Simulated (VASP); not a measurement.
MgNiGe:

```xyz
12
Lattice="6.4742 0.0000 0.0000 0.0000 4.0716 0.0000 0.0000 0.0000 6.9426" Properties=species:S:1:pos:R:3 pbc="T T T"
Mg    0.0126    1.0179    4.7739
Mg    3.2245    3.0537    1.3026
Mg    3.2496    1.0179    5.6400
Mg    6.4616    3.0537    2.1687
Ni    2.2404    1.0179    3.0956
Ni    0.9967    3.0537    6.5669
Ni    5.4775    1.0179    0.3757
Ni    4.2338    3.0537    3.8470
Ge    1.3624    1.0179    0.8235
Ge    1.8747    3.0537    4.2948
Ge    4.5995    1.0179    2.6478
Ge    5.1118    3.0537    6.1191
```

| Item | Value |
| --- | --- |
| Program | VASP 6.6.1 |
| Task | relaxation of cell and atoms |
| Functional | PBEsol |
| Potentials or basis | VASP PAW PBE potentials, release 64 (Mg, Ni, Ge_d) |
| Cutoff | 600 eV |
| k mesh | 6 × 10 × 6 |
| Occupations | methfessel-paxton, width 0.1 eV |
| Spin | no spin polarisation |

At the start: pressure -2.9 GPa; volume 15.25 Å³/atom.

Question: Where does the relaxation end?

Answer: Over 17 steps the energy falls by 4.2 meV/atom and the volume is 14.85 Å³/atom (-2.6 %); space group Pnma (No. 62, to 0.05 Å).

Step by step:
| step | energy change (eV) | largest force (eV/Å) | pressure (GPa) | volume (Å³) |
| --- | --- | --- | --- | --- |
| 1 | 0.0000 | 0.1149 | -2.85 | 183.01 |
| 2 | -0.0390 | 0.0703 | 1.40 | 175.91 |
| 3 | -0.0481 | 0.0446 | 0.06 | 177.97 |
| 4 | -0.0481 | 0.0433 | -0.03 | 178.07 |
| 5 | -0.0494 | 0.0260 | 0.02 | 178.05 |
| 6 | -0.0497 | 0.0329 | 0.01 | 178.04 |
| 7 | -0.0497 | 0.0366 | -0.03 | 178.03 |
| 8 | -0.0502 | 0.0242 | 0.01 | 177.96 |
| 9 | -0.0506 | 0.0160 | 0.25 | 177.77 |
| 10 | -0.0508 | 0.0140 | 0.12 | 177.88 |
| 11 | -0.0509 | 0.0160 | 0.06 | 177.98 |
| 12 | -0.0508 | 0.0208 | -0.07 | 178.18 |
| 13 | -0.0509 | 0.0169 | 0.07 | 178.04 |
| 14 | -0.0509 | 0.0190 | 0.05 | 178.11 |
| 15 | -0.0509 | 0.0131 | -0.06 | 178.14 |
| 16 | -0.0510 | 0.0093 | -0.08 | 178.17 |
| 17 | -0.0510 | 0.0072 | -0.05 | 178.22 |

Final structure:
```
Mg Ni Ge
1.0
     6.42300    0.00000    0.00000
     0.00000    4.05263    0.00000
     0.00000    0.00000    6.84673
Mg Ni Ge
4 4 4
Direct
  0.00386 0.25000 0.68793
  0.49614 0.75000 0.18793
  0.50386 0.25000 0.81207
  0.99614 0.75000 0.31207
  0.34480 0.25000 0.44535
  0.15520 0.75000 0.94535
  0.84480 0.25000 0.05465
  0.65520 0.75000 0.55465
  0.20860 0.25000 0.11821
  0.29140 0.75000 0.61821
  0.70860 0.25000 0.38179
  0.79140 0.75000 0.88179
```

Caveat: the PAW data sets were made with another functional, which shifts forces and pressure a little.
